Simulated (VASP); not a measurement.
Energy against volume of Dy (hcp). Level of theory: AM05 GGA, VASP's PBE PAW potentials (set 64) (plane waves; VASP 6.6.1). Numerical set-up: 520 eV cut-off, 12×12×7 Γ-centred mesh, first-order Methfessel-Paxton smearing of 0.10 eV, potentials Dy_3.

The 4f electrons are frozen in the core of the lanthanide potential, so 4f levels, which can set the real gap, and their magnetism are missing.

Shape and ions are relaxed at each volume.

```json
[
 {"V (Å³/atom)": "28.657", "E (eV/atom)": "-4.72541"},
 {"V (Å³/atom)": "29.572", "E (eV/atom)": "-4.73600"},
 {"V (Å³/atom)": "30.486", "E (eV/atom)": "-4.73877"},
 {"V (Å³/atom)": "31.401", "E (eV/atom)": "-4.73435"}
]
```

Problem. Fit these four points and predict the energy of the run at 32.315 Å³/atom.

Solution. A cubic in V^(−2/3), the third-order Birch-Murnaghan form, passes through the four points with V0 = 30.37 Å³/atom and B0 = 42 GPa, and gives -4.7233 eV/atom there. The run gave -4.7238 eV/atom, -0.5 meV/atom from the fit; all five points give B0 = 41 GPa.

The compound is Dy in the hcp structure. It was relaxed first.
